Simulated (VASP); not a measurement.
Calculation: PBE GGA with D3 dispersion (zero damping), VASP's PBE PAW potentials (set 64) (plane waves; VASP 6.6.1).

Input for VASP

**INCAR**
```
LREAL  =  .FALSE.
PREC  =  Accurate
EDIFF  =  1E-7   # SCF stop (eV)
ISIF  =  4   # ions and shape, fixed volume
IBRION  =  2
LWAVE  =  .FALSE.
ISMEAR  =  1
GGA  =  PE   # PBE
ALGO  =  Normal
ENCUT  =  520   # plane-wave cut-off (eV)
NELM  =  100
NSW  =  30   # most ionic steps
LMAXMIX  =  6   # l cut-off of mixed one-centre charges
SIGMA  =  0.1   # width (eV)
LCHARG  =  .FALSE.
SYSTEM  =  Gd
EDIFFG  =  -0.01
LASPH  =  .TRUE.
IVDW  =  11   # D3, zero damping
```

POSCAR:
```
Gd
1
    1.8071466032    -3.1300695248     0.0000000000
    1.8071466032     3.1300695248     0.0000000000
    0.0000000000     0.0000000000     5.6652550839
Gd
2
Direct
  0.3333330000   0.6666670000   0.2500000000
  0.6666670000   0.3333330000   0.7500000000
```

KPOINTS:
```
Regular mesh
0
Gamma
12 12 7
0 0 0
```

POTCAR, in this order: Gd_3 (PBE.64 set). Program: vasp_std.

The resulting files:

OSZICAR:
```
       N       E                     dE             d eps       ncg     rms          rms(c)
DAV:   1     0.390272713879E+02    0.39027E+02   -0.89014E+03  1976   0.123E+03
DAV:   2    -0.733547837379E+01   -0.46363E+02   -0.45261E+02  2181   0.237E+02
DAV:   3    -0.910215250497E+01   -0.17667E+01   -0.16631E+01  2652   0.276E+01
DAV:   4    -0.914092421395E+01   -0.38772E-01   -0.38463E-01  2370   0.404E+00
DAV:   5    -0.914192567057E+01   -0.10015E-02   -0.10012E-02  2953   0.509E-01    0.229E+01
DAV:   6    -0.914455826097E+01   -0.26326E-02   -0.20492E-02  2261   0.116E+00    0.137E+01
DAV:   7    -0.915376354352E+01   -0.92053E-02   -0.36842E-02  2161   0.156E+00    0.208E-01
DAV:   8    -0.915345550920E+01    0.30803E-03   -0.20793E-03  2386   0.343E-01    0.580E-02
DAV:   9    -0.915346289595E+01   -0.73867E-05   -0.20588E-04  2469   0.106E-01    0.336E-02
DAV:  10    -0.915345763545E+01    0.52605E-05   -0.30547E-05  2416   0.393E-02    0.406E-02
DAV:  11    -0.915345906995E+01   -0.14345E-05   -0.48708E-06  2361   0.158E-02    0.164E-03
DAV:  12    -0.915345926171E+01   -0.19177E-06   -0.35324E-07  2519   0.410E-03    0.366E-03
DAV:  13    -0.915345920350E+01    0.58211E-07   -0.17983E-08  1363   0.107E-03
   1 F= -.99050215E+01 E0= -.99049141E+01  d E =-.990502E+01
       N       E                     dE             d eps       ncg     rms          rms(c)
DAV:   1    -0.915356234938E+01   -0.10309E-03   -0.20541E-03  2021   0.329E-01    0.280E-02
DAV:   2    -0.915353595160E+01    0.26398E-04   -0.32947E-05  2321   0.467E-02    0.181E-02
DAV:   3    -0.915352443232E+01    0.11519E-04   -0.15833E-05  2589   0.302E-02    0.887E-03
DAV:   4    -0.915352448968E+01   -0.57358E-07   -0.21754E-06  2566   0.103E-02    0.468E-03
DAV:   5    -0.915352445507E+01    0.34609E-07   -0.43747E-08  1148   0.178E-03
   2 F= -.99050399E+01 E0= -.99049066E+01  d E =-.184488E-04
```

**OUTCAR**
```
------------------------ aborting loop because EDIFF is reached ----------------------------------------
 Edisp (eV)   -0.75152
  FORCE on cell =-STRESS in cart. coord.  units (eV):
  Direction    XX          YY          ZZ          XY          YZ          ZX
  --------------------------------------------------------------------------------------
  Total      -0.51201    -0.51201    -0.49126     0.00000     0.00000     0.00000
  in kB     -12.79957   -12.79957   -12.28069     0.00000     0.00000     0.00000
  external pressure =      -12.63 kB  Pullay stress =        0.00 kB
  volume of cell :       64.09
      direct lattice vectors                 reciprocal lattice vectors
     1.806590485 -3.129106305  0.000000000     0.276764438 -0.159790033  0.000000000
     1.806590485  3.129106305 -0.000000000     0.276764438  0.159790033 -0.000000000
     0.000000000  0.000000000  5.668743452     0.000000000  0.000000000  0.176405937
 POSITION                                       TOTAL-FORCE (eV/Angst)
 -----------------------------------------------------------------------------------
      1.80659      1.04304      1.41719        -0.000000      0.000000      0.000000
      1.80659     -1.04304      4.25156         0.000000     -0.000000      0.000000
 -----------------------------------------------------------------------------------
    total drift:                                0.000000      0.000113     -0.000011
  FREE ENERGIE OF THE ION-ELECTRON SYSTEM (eV)
  ---------------------------------------------------
  free  energy   TOTEN  =        -9.9050399289 eV

  energy  without entropy=       -9.9046399754  energy(sigma->0) =       -9.90490661

 reached required accuracy - stopping structural energy minimisation
```
(Selected blocks of OUTCAR.)

### CONTCAR
```
Gd
   1.00000000000000
     1.8065904852142001   -3.1291063054699535    0.0000000000000000
     1.8065904852142001    3.1291063054699535   -0.0000000000000000
     0.0000000000000000    0.0000000000000000    5.6687434523549314
  Gd
     2
Direct
     0.3333330000000032    0.6666669999999968    0.2500000000000000
     0.6666669999999968    0.3333330000000032    0.7500000000000000
```

The 4f electrons are frozen in the core of the lanthanide potential, so 4f levels, which can set the real gap, and their magnetism are missing.

The compound is Gd in the hcp structure. This cell is one point of a volume scan, at 1.03 of the reference volume. Symmetry was kept, so distortions that lower it aren't found.
